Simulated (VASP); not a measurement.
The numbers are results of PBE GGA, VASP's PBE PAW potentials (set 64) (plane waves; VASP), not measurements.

A VASP calculation is set up with these files.

INCAR:
```
! general
SYSTEM=MgO
PREC  =Accurate
ENCUT =520
LREAL =.False.
LASPH =.True.

! electronic loop
EDIFF =1E-6
NELM  =100
ALGO  =Normal
IMIX  =4
AMIX  =0.1
BMIX  =0.0001

! smearing
ISMEAR=0
SIGMA =0.05

! functional
GGA   =PE

! ions
ISIF  =2

! output
LWAVE =.False.
LCHARG=.False.
```

**POSCAR**
```
MgO
1
    0.0000000000     2.1050000000     2.1050000000
    2.1050000000     0.0000000000     2.1050000000
    2.1050000000     2.1050000000     0.0000000000
Mg O
1 1
Direct
  0.0000000000   0.0000000000   0.0000000000
  0.5000000000   0.5000000000   0.5000000000
```

KPOINTS:
```
Automatic mesh
0
gamma
10 10 10
```

POTCAR, in this order: Mg O (PBE.64 set). Program: vasp_std.

Output of the run:

**OSZICAR**
```
       N       E                     dE             d eps       ncg     rms          rms(c)
DAV:   1     0.117043588661E+02    0.11704E+02   -0.47855E+03   880   0.880E+02
DAV:   2    -0.131021466123E+02   -0.24807E+02   -0.23967E+02   864   0.139E+02
DAV:   3    -0.134649045829E+02   -0.36276E+00   -0.36276E+00  1024   0.185E+01
DAV:   4    -0.134654612214E+02   -0.55664E-03   -0.55664E-03   952   0.629E-01
DAV:   5    -0.134654615826E+02   -0.36118E-06   -0.36118E-06  1040   0.132E-02    0.722E+00
DAV:   6    -0.127121122269E+02    0.75335E+00   -0.76941E-01   752   0.623E+00    0.514E+00
DAV:   7    -0.119144078264E+02    0.79770E+00   -0.52483E+00   752   0.160E+01    0.194E+00
DAV:   8    -0.119189722684E+02   -0.45644E-02   -0.16379E-01   768   0.358E+00    0.832E-01
DAV:   9    -0.119046324694E+02    0.14340E-01   -0.98331E-02   752   0.218E+00    0.121E-01
DAV:  10    -0.119046979086E+02   -0.65439E-04   -0.13055E-03   904   0.412E-01    0.796E-02
DAV:  11    -0.119051227284E+02   -0.42482E-03   -0.19719E-03   776   0.350E-01    0.165E-01
DAV:  12    -0.119048190194E+02    0.30371E-03   -0.12397E-03   768   0.306E-01    0.222E-02
DAV:  13    -0.119048194856E+02   -0.46617E-06   -0.76050E-06   872   0.341E-02
   1 F= -.11904819E+02 E0= -.11904819E+02  d E =-.799803E-12
```

**OUTCAR**
```
------------------------ aborting loop because EDIFF is reached ----------------------------------------
  FORCE on cell =-STRESS in cart. coord.  units (eV):
  Direction    XX          YY          ZZ          XY          YZ          ZX
  --------------------------------------------------------------------------------------
  Total        0.5064095      0.5064095      0.5064095      0.0000000     -0.0000000      0.0000000
  in kB       43.4936773     43.4936773     43.4936773      0.0000000     -0.0000000      0.0000000
  external PRESSURE =      43.4936773 kB  Pullay stress =       0.0000000 kB
  volume of cell :       18.65
      direct lattice vectors                 reciprocal lattice vectors
     0.000000000  2.105000000  2.105000000    -0.237529691  0.237529691  0.237529691
     2.105000000  0.000000000  2.105000000     0.237529691 -0.237529691  0.237529691
     2.105000000  2.105000000  0.000000000     0.237529691  0.237529691 -0.237529691
  FREE ENERGIE OF THE ION-ELECTRON SYSTEM (eV)
  ---------------------------------------------------
  free  energy   TOTEN  =       -11.9048194856 eV

  energy  without entropy=      -11.9048194856  energy(sigma->0) =      -11.90481949
```
(Selected blocks of OUTCAR.)

### OUTCAR
```
 val. band max:        3.1969327866   @ k =   0.0000   0.0000   0.0000

 cond. band min:       7.9387758150   @ k =   0.0000   0.0000   0.0000


 Fermi energy:         3.4118564313

 k-point     1 :       0.0000    0.0000    0.0000
  band No.  band energies     occupation
      1     -14.0737      2.00000
      2       3.1969      2.00000
      3       3.1969      2.00000
      4       3.1969      2.00000
      5       7.9388      0.00000
      6      19.0066      0.00000
      7      19.0066      0.00000
      8      19.0066      0.00000

 k-point     2 :       0.1000    0.0000    0.0000
  band No.  band energies     occupation
      1     -13.9677      2.00000
      2       2.5450      2.00000
      3       3.1292      2.00000
      4       3.1292      2.00000
      5       8.5672      0.00000
      6      17.7568      0.00000
      7      19.2472      0.00000
      8      19.2472      0.00000

 k-point     3 :       0.2000    0.0000    0.0000
  band No.  band energies     occupation
      1     -13.6762      2.00000
      2       1.2230      2.00000
      3       2.9577      2.00000
      4       2.9577      2.00000
      5       9.7634      0.00000
      6      16.2448      0.00000
      7      19.7330      0.00000
      8      19.7330      0.00000

 k-point     4 :       0.3000    0.0000    0.0000
  band No.  band energies     occupation
      1     -13.2829      2.00000
      2      -0.1001      2.00000
      3       2.7561      2.00000
      4       2.7561      2.00000
      5      10.6991      0.00000
      6      15.5601      0.00000
      7      19.8512      0.00000
      8      19.8512      0.00000

 k-point     5 :       0.4000    0.0000    0.0000
  band No.  band energies     occupation
      1     -12.9304      2.00000
      2      -1.0671      2.00000
      3       2.6003      2.00000
      4       2.6003      2.00000
      5      11.0550      0.00000
      6      15.6523      0.00000
      7      19.6370      0.00000
...
```

The compound is MgO in the rock salt structure. The cell was not relaxed at this level. The run is one of a series of settings (AMIX = 0.1, BMIX = 0.0001, IMIX = 4 against the base run), some of them coarse on purpose.
